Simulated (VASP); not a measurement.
Energy against volume of CsSnI3 (cubic perovskite). Calculation: optB88-vdW, VASP's PBE PAW potentials (set 64) (plane waves; VASP). Numerical set-up: 520 eV cut-off, 4×4×4 Γ-centred mesh, Gaussian smearing of 0.050 eV, potentials Cs_sv Sn_d I.

| V (Å³/atom) | E (eV/atom) |
|---|---|
| 46.885 | -0.42913 |
| 48.335 | -0.43161 |
| 49.785 | -0.42920 |
| 51.235 | -0.42267 |

Q: Fit these four points and predict the energy of the run at 45.435 Å³/atom.

A: A cubic in V^(−2/3), the third-order Birch-Murnaghan form, passes through the four points with V0 = 48.30 Å³/atom and B0 = 18 GPa, and gives -0.4208 eV/atom there. The run gave -0.4209 eV/atom, -0.0 meV/atom from the fit; all five points give B0 = 18 GPa.

The compound is CsSnI3 in the cubic perovskite structure, the ideal cubic form; the compound distorts at low or room temperature. It was relaxed first.
